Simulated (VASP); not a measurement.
A convergence study with VASP on Ir (space group Fm-3m): a few settings are varied, all else stays as given below, so the limit is that of these other settings.

```
Ir
1.0
    0.00000     1.91040     1.91040
    1.91040     0.00000     1.91040
    1.91040     1.91040     0.00000
Ir
1
Direct
  0.00000   0.00000   0.00000
```

Method: PBE GGA, VASP's PBE PAW potentials (set 64) (plane waves; VASP 6.6.1). The last row used: 300 eV cut-off, 21×21×21 Γ-centred mesh shifted by (0.5, 0.5, 0.5), Gaussian smearing of 0.10 eV, potentials Ir.

```json
[
 {"setting": "3×3×3 mesh", "E (eV/atom)": "-8.7190", "pressure (GPa)": "15.66", "irreducible k-points": "6"},
 {"setting": "4×4×4 mesh", "E (eV/atom)": "-8.7608", "pressure (GPa)": "16.05", "irreducible k-points": "10"},
 {"setting": "5×5×5 mesh", "E (eV/atom)": "-8.8223", "pressure (GPa)": "14.81", "irreducible k-points": "19"},
 {"setting": "6×6×6 mesh", "E (eV/atom)": "-8.8448", "pressure (GPa)": "14.15", "irreducible k-points": "28"},
 {"setting": "7×7×7 mesh", "E (eV/atom)": "-8.8100", "pressure (GPa)": "14.95", "irreducible k-points": "44"},
 {"setting": "8×8×8 mesh", "E (eV/atom)": "-8.8091", "pressure (GPa)": "15.13", "irreducible k-points": "60"},
 {"setting": "9×9×9 mesh", "E (eV/atom)": "-8.8222", "pressure (GPa)": "14.78", "irreducible k-points": "85"},
 {"setting": "10×10×10 mesh", "E (eV/atom)": "-8.8308", "pressure (GPa)": "14.54", "irreducible k-points": "110"},
 {"setting": "11×11×11 mesh", "E (eV/atom)": "-8.8202", "pressure (GPa)": "14.74", "irreducible k-points": "146"},
 {"setting": "13×13×13 mesh", "E (eV/atom)": "-8.8256", "pressure (GPa)": "14.68", "irreducible k-points": "231"},
 {"setting": "14×14×14 mesh", "E (eV/atom)": "(withheld)", "pressure (GPa)": "(withheld)", "irreducible k-points": "280"},
 {"setting": "16×16×16 mesh", "E (eV/atom)": "-8.8231", "pressure (GPa)": "14.72", "irreducible k-points": "408"},
 {"setting": "17×17×17 mesh", "E (eV/atom)": "-8.8240", "pressure (GPa)": "14.69", "irreducible k-points": "489"},
 {"setting": "19×19×19 mesh", "E (eV/atom)": "-8.8232", "pressure (GPa)": "14.72", "irreducible k-points": "670"},
 {"setting": "21×21×21 mesh", "E (eV/atom)": "(withheld)", "pressure (GPa)": "14.69", "irreducible k-points": "891"}
]
```

Q: Fill in the missing entries.

A: 
- 21×21×21 mesh, E (eV/atom): -8.8237
- 14×14×14 mesh, E (eV/atom): -8.8239
- 14×14×14 mesh, pressure (GPa): 14.66

Left out are rungs that failed or repeat a setting and relaxations that didn't move; long series are thinned to 24 rows.

The structure is a typed Ir crystal (space group no. 225). The cell was not relaxed at this level.
